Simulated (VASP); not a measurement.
Energy against volume of GaN (zinc blende). Computed with vdW-DF2, VASP's PBE PAW potentials (set 64) (plane waves; VASP). Numerical set-up: 520 eV cut-off, 10×10×10 Γ-centred mesh, Gaussian smearing of 0.050 eV, potentials Ga_d N.

```
V (Å³/atom)  E (eV/atom)
-----------  -----------
12.158          -3.33271
12.534          -3.33813
12.910          -3.33314
13.286          -3.31950
```

**Question.** Fit these four points and predict the energy of the run at 11.782 Å³/atom.

**Answer.** A cubic in V^(−2/3), the third-order Birch-Murnaghan form, passes through the four points with V0 = 12.53 Å³/atom and B0 = 148 GPa, and gives -3.3148 eV/atom there. The run gave -3.3151 eV/atom, -0.3 meV/atom from the fit; all five points give B0 = 146 GPa.

The compound is GaN in the zinc blende structure, a metastable form; wurtzite is the usual one. It was relaxed first, which changed the volume by +9 %.
